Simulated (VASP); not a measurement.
Calculation: RPBE GGA, VASP's PBE PAW potentials (set 64) (plane waves; VASP 6.6.1).

Input for VASP

### KPOINTS
```
Automatic mesh
0
Gamma
9 9 9
0 0 0
```

### INCAR
```
SIGMA=0.1
ENCUT=520
LMAXMIX=4   # l cut-off of mixed one-centre charges
ALGO=Normal
EDIFF=1E-7   # SCF stop (eV)
NELM=100   # most electronic steps
SYSTEM=Rb
PREC=Accurate
LASPH=.TRUE.   # aspherical one-centre terms
GGA=RP   # RPBE
ISIF=2   # forces and stress, cell fixed
LREAL=.FALSE.   # projection in real space or not
LWAVE=.FALSE.
LCHARG=.FALSE.
ISMEAR=1   # Methfessel-Paxton
```

### POSCAR
```
Rb
2.8690960
 -0.9999999051   0.9999999051   0.9999999051
  0.9999999051  -0.9999999051   0.9999999051
  0.9999999051   0.9999999051  -0.9999999051
Rb
1
Direct
  0.0000000000   0.0000000000   0.0000000000
```

POTCAR, in this order: Rb_sv (PBE.64 set). Program: vasp_std.

The resulting files:

### OSZICAR
```
       N       E                     dE             d eps       ncg     rms          rms(c)
DAV:   1     0.461941147134E+02    0.46194E+02   -0.33389E+03   560   0.815E+02
DAV:   2     0.182577667567E+01   -0.44368E+02   -0.43929E+02   640   0.143E+02
DAV:   3    -0.719739725172E+00   -0.25455E+01   -0.25297E+01   720   0.382E+01
DAV:   4    -0.817417406549E+00   -0.97678E-01   -0.97692E-01   928   0.584E+00
DAV:   5    -0.817767423989E+00   -0.35002E-03   -0.35002E-03   840   0.357E-01    0.137E+00
DAV:   6    -0.821261836379E+00   -0.34944E-02   -0.19817E-03   832   0.331E-01    0.815E-01
DAV:   7    -0.824410790297E+00   -0.31490E-02   -0.42148E-03   632   0.509E-01    0.440E-02
DAV:   8    -0.824661043148E+00   -0.25025E-03   -0.23462E-04   880   0.146E-01    0.150E-02
DAV:   9    -0.824670614306E+00   -0.95712E-05   -0.10940E-05   888   0.290E-02    0.440E-03
DAV:  10    -0.824670339429E+00    0.27488E-06   -0.24501E-06   864   0.106E-02    0.995E-04
DAV:  11    -0.824670388758E+00   -0.49329E-07   -0.62888E-08   784   0.203E-03
   1 F= -.82467039E+00 E0= -.82441679E+00  d E =-.760809E-03
```

**OUTCAR**
```
------------------------ aborting loop because EDIFF is reached ----------------------------------------
  FORCE on cell =-STRESS in cart. coord.  units (eV):
  Direction    XX          YY          ZZ          XY          YZ          ZX
  --------------------------------------------------------------------------------------
  Total        0.0965120      0.0965120      0.0965120      0.0000000      0.0000000      0.0000000
  in kB        1.6368042      1.6368042      1.6368042      0.0000000      0.0000000      0.0000000
  external PRESSURE =       1.6368042 kB  Pullay stress =       0.0000000 kB
  volume of cell :       94.47
      direct lattice vectors                 reciprocal lattice vectors
    -2.869095728  2.869095728  2.869095728     0.000000000  0.174270937  0.174270937
     2.869095728 -2.869095728  2.869095728     0.174270937  0.000000000  0.174270937
     2.869095728  2.869095728 -2.869095728     0.174270937  0.174270937  0.000000000
 POSITION                                       TOTAL-FORCE (eV/Angst)
 -----------------------------------------------------------------------------------
      0.00000      0.00000      0.00000         0.000000      0.000000      0.000000
 -----------------------------------------------------------------------------------
    total drift:                                0.000000      0.000000     -0.000000
  FREE ENERGIE OF THE ION-ELECTRON SYSTEM (eV)
  ---------------------------------------------------
  free  energy   TOTEN  =        -0.8246703888 eV

  energy  without entropy=       -0.8239095797  energy(sigma->0) =       -0.82441679
```
(Selected blocks of OUTCAR.)

### OUTCAR
```
 val. band max:        0.0124326791   @ k =  -0.3333   0.4444   0.1111

 cond. band min:       0.0724817887   @ k =   0.4444   0.0000   0.0000


 Fermi energy:         0.0565968196

 k-point     1 :       0.0000    0.0000    0.0000
  band No.  band energies     occupation
      1     -28.9175      2.00000
      2     -12.9733      2.00000
      3     -12.9733      2.00000
      4     -12.9733      2.00000
      5      -1.8523      2.00000
      6       3.7539      0.00000
      7       3.7539      0.00000
      8       3.7539      0.00000

 k-point     2 :       0.1111    0.0000    0.0000
  band No.  band energies     occupation
      1     -28.9171      2.00000
      2     -12.9830      2.00000
      3     -12.9765      2.00000
      4     -12.9733      2.00000
      5      -1.7125      2.00000
      6       3.4963      0.00000
      7       3.5560      0.00000
      8       3.8812      0.00000

 k-point     3 :       0.2222    0.0000    0.0000
  band No.  band energies     occupation
      1     -28.9161      2.00000
      2     -13.0074      2.00000
      3     -12.9847      2.00000
      4     -12.9733      2.00000
      5      -1.3076      2.00000
      6       2.7222      0.00000
      7       3.1784      0.00000
      8       4.2558      0.00000

 k-point     4 :       0.3333    0.0000    0.0000
  band No.  band energies     occupation
      1     -28.9149      2.00000
      2     -13.0346      2.00000
      3     -12.9939      2.00000
      4     -12.9733      2.00000
      5      -0.6819      2.00000
      6       1.8677     -0.00000
      7       2.8586      0.00000
      8       4.4948      0.00000

 k-point     5 :       0.4444    0.0000    0.0000
  band No.  band energies     occupation
      1     -28.9142      2.00000
      2     -13.0522      2.00000
      3     -12.9999      2.00000
      4     -12.9732      2.00000
      5       0.0725      0.73487
      6       1.0429     -0.00000
      7       2.6853      0.00000
...
```

The compound is Rb in the bcc structure. This cell is one point of a volume scan, at 0.94 of the reference volume.
